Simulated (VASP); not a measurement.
# NaScC2 (R-3m) in VASP: single point with PBE

Aim: the single point of NaScC2 with PBE.

All numbers are computed with VASP 6.6.1; they aren't measurements. Logs are shortened: lines on timing, memory, paths and dates and some standing lists are left out, and cuts for length are marked.

## Step 1: Starting point

Symmetry: R-3m, No. 166, trigonal system. Conventional cell: a = 3.200 Å, b = 3.200 Å, c = 16.443 Å, α = 90.00°, β = 90.00°, γ = 120.00°. Around Na (site symmetry -3m) lie 6 C at 2.42 Å. Sc (site symmetry -3m) is surrounded by 6 C at 2.19 Å. C (site symmetry 3m) has 3 Sc at 2.19 Å and 3 Na at 2.42 Å as nearest neighbours.

The cell was built by a generator and needn't be a form met in nature.

## Step 2: Single point, PBE

The input, INCAR:

```
PREC = Accurate ; ENCUT = 520
EDIFF = 1E-6 ; ISMEAR = -1
SIGMA = 0.1 ; LREAL = F
LASPH = T ; NELM = 80
ALGO = Normal ; ISIF = 2
LWAVE = F ; LCHARG = F
GGA = PE ; NBANDS = 21
```

The input, KPOINTS:

```
Automatic mesh
0
Gamma
  10 10 10
```

The input, POSCAR:

```
NaScC2
1.0
    3.1997140000      0.0000000000      0.0000000000
   -1.5998570000      2.7710380000      0.0000000000
    0.0000000000     -1.8473550000      5.4810820000
Na Sc C
1 1 2
Direct
    0.5000000000      0.0000000000      0.5000000000
    0.0000000000      0.0000000000      0.0000000000
    0.2620000000      0.5240000000      0.7860000000
    0.7380000000      0.4760000000      0.2140000000
```

Potentials or basis: VASP PAW PBE potentials, release 64 (Na_pv, Sc_sv, C).

Run with:

```
$ cat potpaw_PBE.64/Na_pv/POTCAR potpaw_PBE.64/Sc_sv/POTCAR potpaw_PBE.64/C/POTCAR > POTCAR
$ mpirun -np 1 vasp_std > vasp.out
```

OUTCAR:

```text
PREC = Accurate
   ENCUT = 520
   EDIFF = 1E-6
   ISMEAR = -1
   LREAL = F
   LASPH = T
   NELM = 80
   ISIF = 2
   GGA = PE

 ion  position               nearest neighbor table
   1  0.500  0.000  0.500-   3 2.42   3 2.42   4 2.42   4 2.42   3 2.42   4 2.42
   2  0.000  0.000  0.000-   4 2.19   3 2.19   4 2.19   3 2.19   4 2.19   3 2.19
   3  0.262  0.524  0.786-   2 2.19   2 2.19   2 2.19   1 2.42   1 2.42   1 2.42
   4  0.738  0.476  0.214-   2 2.19   2 2.19   2 2.19   1 2.42   1 2.42   1 2.42

  LATTYP: Found a trigonal (rhomboedric) cell.
 ALAT       =     5.7840280417
 COS(alpha) =     0.8469855305

  Lattice vectors:

 A1 = (   0.0000000000,  -1.8473550000,   5.4810820000)
 A2 = (   1.5998570000,   0.9236830000,   5.4810820000)
 A3 = (  -1.5998570000,   0.9236830000,   5.4810820000)

Analysis of symmetry for initial positions (statically):
=====================================================================
 Subroutine PRICEL returns:
 Original cell was already a primitive cell.

 Routine SETGRP: Setting up the symmetry group for a
 trigonal (rhombohedral) supercell.

 Subroutine GETGRP returns: Found 12 space group operations
 (whereof 12 operations were pure point group operations)
 out of a pool of 12 trial point group operations.

The static configuration has the point symmetry D_3d.

Analysis of symmetry for dynamics (positions and initial velocities):
=====================================================================
 Subroutine PRICEL returns:
 Original cell was already a primitive cell.

 Routine SETGRP: Setting up the symmetry group for a
 trigonal (rhombohedral) supercell.

 Subroutine GETGRP returns: Found 12 space group operations
 (whereof 12 operations were pure point group operations)
 out of a pool of 12 trial point group operations.

The dynamic configuration has the point symmetry D_3d.

 Subroutine INISYM returns: Found 12 space group operations
 (whereof 12 operations are pure point group operations),
 and found     1 'primitive' translations

----------------------------------------------------------------------------------------

                                     Primitive cell

  volume of cell :      48.5982

  direct lattice vectors                    reciprocal lattice vectors
     3.199714000  0.000000000  0.000000000     0.312527932  0.180437800  0.060815122
    -1.599857000  2.771038000  0.000000000     0.000000000  0.360875600  0.121630244
     0.000000000 -1.847355000  5.481082000     0.000000000  0.000000000  0.182445729

  length of vectors
     3.199714000  3.199717803  5.784028042     0.365964462  0.380821631  0.182445729

  position of ions in fractional coordinates (direct lattice)
     0.500000000  0.000000000  0.500000000
     0.000000000  0.000000000  0.000000000
     0.262000000  0.524000000  0.786000000
     0.738000000  0.476000000  0.214000000

  ion indices of the primitive-cell ions
   primitive index   ion index
                 1           1
                 2           2
                 3           3
                 4           4

----------------------------------------------------------------------------------------

 KPOINTS: Automatic mesh

Automatic generation of k-mesh.
 Grid dimensions read from file:
 generate k-points for:   10   10   10

 Generating k-lattice:

  Cartesian coordinates                     Fractional coordinates (reciprocal lattice)
     0.031252793  0.018043780  0.006081512     0.100000000  0.000000000  0.000000000
     0.000000000  0.036087560  0.012163024     0.000000000  0.100000000  0.000000000
     0.000000000  0.000000000  0.018244573     0.000000000  0.000000000  0.100000000

  Length of vectors
     0.036596446  0.038082163  0.018244573

  Shift w.r.t. Gamma in fractional coordinates (k-lattice)
     0.000000000  0.000000000  0.000000000

 Subroutine IBZKPT returns following result:
 ===========================================

 Found    116 irreducible k-points:

 Following reciprocal coordinates:
            Coordinates               Weight
  0.000000  0.000000  0.000000      1.000000
  0.100000  0.000000 -0.000000      6.000000
  0.200000  0.000000 -0.000000      6.000000
  0.300000  0.000000 -0.000000      6.000000
  0.400000  0.000000 -0.000000      6.000000
  0.500000  0.000000  0.000000      3.000000
[... 16 lines left out ...]
  0.000000  0.300000 -0.000000      6.000000
  0.100000  0.300000 -0.000000     12.000000
 [... further k-points ...]
   k-points           NKPTS =    116   k-points in BZ     NKDIM =    116   number of bands    NBANDS=     21
   number of dos      NEDOS =    301   number of ions     NIONS =      4
   total plane-waves  NPLWV =  27648
   dimension x,y,z NGX =    24 NGY =   24 NGZ =   48
   dimension x,y,z NGXF=    48 NGYF=   48 NGZF=   96
   ions per type =               1   1   2
   NGX,Y,Z   is equivalent  to a cutoff of  12.47, 12.47, 13.80 a.u.
   NGXF,Y,Z  is equivalent  to a cutoff of  24.94, 24.94, 27.59 a.u.
 SYSTEM =  unknown system
   PREC   = accura    normal or accurate (medium, high low for compatibility)
   ISTART =      0    job   : 0-new  1-cont  2-samecut
   ICHARG =      2    charge: 1-file 2-atom 10-const
   ISPIN  =      1    spin polarized calculation?
   LNONCOLLINEAR =      F non collinear calculations
   LSORBIT =      F    spin-orbit coupling
   LASPH  =      T    aspherical Exc in radial PAW
   ENCUT  =  520.0 eV  38.22 Ry    6.18 a.u.   5.95  5.95 10.75*2*pi/ulx,y,z
   NELM   =     80;   NELMIN=  2; NELMDL= -5     # of ELM steps
   EDIFF  = 0.1E-05   stopping-criterion for ELM
   LREAL  =      F    real-space projection
   EDIFFG = 0.1E-04   stopping-criterion for IOM
   NSW    =      0    number of steps for IOM
   IBRION =     -1    ionic relax: 0-MD 1-quasi-New 2-CG
   NFREE  =      0    steps in history (QN), initial steepest desc. (CG)
   ISIF   =      2    stress and relaxation
   ISYM   =      2    0-nonsym 1-usesym 2-fastsym
   POTIM  = 0.5000    time-step for ionic-motion
   TEBEG  =    0.0;   TEEND  =   0.0 temperature during run
   PSTRESS=    0.0 pullay stress
   NELECT =      26.0000    total number of electrons
   NUPDOWN=      -1.0000    fix difference up-down
   EMIN   =  10.00;   EMAX   =-10.00  energy-range for DOS
   EFERMI =   0.00;   METHOD = LEGACY
   ISMEAR =    -1;   SIGMA  =   0.10  broadening in eV -4-tet -1-fermi 0-gaus
   EFERMI_NEDOS =   21; number of points for ismear=-14 and -15
   IALGO  =     38    algorithm
   IMIX   =      4    mixing-type and parameters
     AMIX     =   0.40;   BMIX     =  1.00
     AMIX_MAG =   1.60;   BMIX_MAG =  1.00
  volume/ion in A,a.u.               =      12.15        81.99
  Fermi-wavevector in a.u.,A,eV,Ry     =   1.329003  2.511452 24.031277  1.766249
  Thomas-Fermi vector in A             =   2.458198
   LORBIT       =      0    0 simple, 1 ext, 2 COOP (PROOUT), +10 PAW based schemes
   GGA     = PE    functional components
   LHFCALC =     F    Hartree Fock is set to
   AEXX    =    0.0000 exact exchange contribution
   IVDW    =     0    specifies the selected vdW correction
   LEPSILON=     F    determine dielectric tensor
   LRPA    =     F    only Hartree local field effects (RPA)
 non-spin polarized calculation
  energy-cutoff  :      520.00
  volume of cell :       48.60
 maximum number of plane-waves:      1321
   NGX = 11   NGY = 11   NGZ = 21

 number of electron      26.0000006 magnetization

 Free energy of the ion-electron system (eV)
  ---------------------------------------------------
  ext. energy  EPLUGINS =         0.00000000
  ---------------------------------------------------
  free energy    TOTEN  =       -20.94455027 eV

  energy without entropy =      -20.86213305  energy(sigma->0) =      -20.90334166

 E-fermi :   3.4134     XC(G=0): -10.7831

 val. band max:        3.4087636078   @ k =   0.2000   0.5000   0.1000
 cond. band min:       3.4359110174   @ k =   0.5000   0.2000   0.1000
 fundamental gap:      0.0271474096
 Fermi energy:         3.4133598817

 k-point     1 :       0.0000    0.0000    0.0000
  band No.  band energies     occupation
      1     -43.3348      2.00000
      2     -22.2134      2.00000
      3     -21.8642      2.00000
      4     -21.8642      2.00000
      5     -18.4758      2.00000
      6     -18.4166      2.00000
[... 13 lines left out ...]
     20      11.7210      0.00000
     21      12.1324      0.00000

 k-point     2 :       0.1000    0.0000   -0.0000
  band No.  band energies     occupation
      1     -43.3284      2.00000
      2     -22.2017      2.00000
      3     -21.9200      2.00000
      4     -21.8757      2.00000
      5     -18.4728      2.00000
      6     -18.4325      2.00000
[... 13 lines left out ...]
     20      11.6677      0.00000
     21      12.3685      0.00000

 k-point     3 :       0.2000    0.0000   -0.0000
  band No.  band energies     occupation
      1     -43.3117      2.00000
      2     -22.1712      2.00000
      3     -22.0629      2.00000
      4     -21.9055      2.00000
      5     -18.4738      2.00000
      6     -18.4648      2.00000
[... 13 lines left out ...]
     20      11.6173      0.00000
     21      12.9210      0.00000

 k-point     4 :       0.3000    0.0000   -0.0000
  band No.  band energies     occupation
      1     -43.2909      2.00000
      2     -22.2359      2.00000
      3     -22.1311      2.00000
      4     -21.9422      2.00000
      5     -18.5236      2.00000
      6     -18.4551      2.00000
[... 13 lines left out ...]
     20      11.7129      0.00000
     21      13.6181      0.00000

 k-point     5 :       0.4000    0.0000   -0.0000
  band No.  band energies     occupation
      1     -43.2740      2.00000
      2     -22.3702      2.00000
      3     -22.1001      2.00000
      4     -21.9715      2.00000
      5     -18.5634      2.00000
      6     -18.4475      2.00000
[... 13 lines left out ...]
     20      12.0781      0.00000
     21      13.0530      0.00000

 k-point     6 :       0.5000    0.0000    0.0000
  band No.  band energies     occupation
      1     -43.2675      2.00000
      2     -22.4207      2.00000
      3     -22.0881      2.00000
      4     -21.9827      2.00000
      5     -18.5784      2.00000
      6     -18.4507      2.00000
[... 13 lines left out ...]
     20      12.5300      0.00000
     21      12.7679      0.00000

 k-point     7 :       0.0000    0.1000   -0.0000
  band No.  band energies     occupation
      1     -43.3284      2.00000
      2     -22.2016      2.00000
      3     -21.9200      2.00000
      4     -21.8757      2.00000
      5     -18.4732      2.00000
      6     -18.4325      2.00000
[... 13 lines left out ...]
     20      11.6701      0.00000
     21      12.3742      0.00000
[... 291 lines left out ...]
      1     -43.2623      2.00000
      2     -22.3520      2.00000
      3     -22.1088      2.00000
      4     -22.0798      2.00000
      5     -18.5573      2.00000
      6     -18.4857      2.00000
[... 13 lines left out ...]
     20      12.4856      0.00000
     21      13.6233      0.00000

 k-point    21 :       0.5000    0.2000   -0.0000
  band No.  band energies     occupation
      1     -43.2675      2.00000
      2     -22.3286      2.00000
      3     -22.0935      2.00000
      4     -22.0769      2.00000
      5     -18.5508      2.00000
      6     -18.4779      2.00000
[... 13 lines left out ...]
     20      12.6276      0.00000
     21      13.7825      0.00000

 k-point    22 :      -0.4000    0.2000   -0.0000
  band No.  band energies     occupation
      1     -43.2812      2.00000
      2     -22.2611      2.00000
      3     -22.1158      2.00000
      4     -22.0127      2.00000
      5     -18.5312      2.00000
      6     -18.4598      2.00000
[... 13 lines left out ...]
     20      12.3450      0.00000
     21      13.3866      0.00000

 k-point    23 :       0.0000    0.3000   -0.0000
  band No.  band energies     occupation
      1     -43.2909      2.00000
      2     -22.2364      2.00000
      3     -22.1318      2.00000
      4     -21.9423      2.00000
      5     -18.5224      2.00000
      6     -18.4542      2.00000
[... 13 lines left out ...]
     20      11.9727      0.00000
     21      12.9856      0.00000

 k-point    24 :       0.1000    0.3000   -0.0000
  band No.  band energies     occupation
      1     -43.2792      2.00000
      2     -22.3061      2.00000
      3     -22.1114      2.00000
      4     -21.9875      2.00000
      5     -18.5423      2.00000
      6     -18.4520      2.00000
[... 13 lines left out ...]
     20      12.3060      0.00000
     21      13.2129      0.00000

 [... further k-points ...]

------------------------ aborting loop because EDIFF is reached ----------------------------------------

  FORCE on cell =-STRESS in cart. coord.  units (eV):
  Direction    XX          YY          ZZ          XY          YZ          ZX
  --------------------------------------------------------------------------------------
  -------------------------------------------------------------------------------------
  Total        6.2403371      6.2403569      4.4178173      0.0000000      0.0000030      0.0000000
  in kB      205.7305044    205.7311565    145.6459417      0.0000000      0.0000974      0.0000000
  external PRESSURE =     185.7025342 kB  Pullay stress =       0.0000000 kB

 VOLUME and BASIS-vectors are now :
 -----------------------------------------------------------------------------
  energy-cutoff  :      520.00
  volume of cell :       48.60
      direct lattice vectors                 reciprocal lattice vectors
     3.199714000  0.000000000  0.000000000     0.312527932  0.180437800  0.060815122
    -1.599857000  2.771038000  0.000000000     0.000000000  0.360875600  0.121630244
     0.000000000 -1.847355000  5.481082000     0.000000000  0.000000000  0.182445729

 POSITION                                       TOTAL-FORCE (eV/Angst)
 -----------------------------------------------------------------------------------
      1.59986     -0.92368      2.74054         0.000000     -0.000000      0.000000
      0.00000      0.00000      0.00000         0.000000      0.000000      0.000000
      0.00000      0.00000      4.30813         0.000000      0.000001      0.756620
      1.59986      0.92368      1.17295        -0.000000     -0.000001     -0.756620
 -----------------------------------------------------------------------------------
    total drift:                               -0.000000     -0.000000     -0.000000

  FREE ENERGIE OF THE ION-ELECTRON SYSTEM (eV)
  ---------------------------------------------------
  free  energy   TOTEN  =       -20.9445502691 eV

  energy  without entropy=      -20.8621330502  energy(sigma->0) =      -20.90334166
```

Wall time 47 s (1 thread of Intel Xeon Platinum 8488C (Sapphire Rapids), shared host); peak memory 0.25 GiB.

Results:

```
Free energy            : -20.9446 eV
Pressure               : 18.6 GPa
Largest force          : 0.757 eV/Å
Band gap on the k mesh : none (metal or under the smearing width)
```

Forces on the atoms (eV/Å):
```
Na   0.000  0.000  0.000
Sc   0.000  0.000  0.000
C    0.000  0.000  0.757
C    0.000  0.000 -0.757
```

Caveat: so large a pressure means that the cell lies far from this level's equilibrium, or that cutoff or potentials fall short.
